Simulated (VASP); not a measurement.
The system is TeRu.

```xyz
2
Lattice="3.7951 0.0000 0.0000 -1.8975 3.2866 0.0000 0.0000 0.0000 3.7038" Properties=species:S:1:pos:R:3 pbc="T T T"
Ru    0.0000    0.0000    0.0000
Te    1.8975    1.0955    1.8519
```

The cell comes from a database or a generator and needn't be the stable form of this composition.

Base run:

```yaml
Program: VASP 6.6.1
Functional: PBEsol
Potentials_or_basis: VASP PAW PBE potentials, release 64 (Ru_pv, Te)
Cutoff: 520 eV
k_mesh: 6 × 6 × 5
Occupations: gaussian, width 0.05 eV
Spin: collinear spin, ferromagnetic start
Starting_moments: "[1.0, 0.0] μB"
Hubbard_terms: Ru d U = 2 eV
```

Its results: band gap on the k mesh none (metal or under the smearing width); pressure -13.6 GPa; net moment 1.64 μB per cell; site moments Ru +1.56; Te +0.02 μB.

Problem. The run is repeated on the same cell with these changes: hubbard terms from Ru d U = 2 eV to Ru d U = 4 eV; further incar settings from ALGO = Fast; EDIFF = 1e-06; NBANDS = 21 to ALGO = Normal; EDIFF = 1e-06; NBANDS = 21. What comes out?

Solution. Band gap on the k mesh none (metal or under the smearing width); pressure -9.5 GPa; net moment 2.32 μB per cell; site moments Ru +2.23; Te +0.04 μB.

Caveats: the PAW data sets were made with another functional, which shifts forces and pressure a little; the U is typed as a test and isn't derived for this compound.

Not every run made on this cell is shown here.
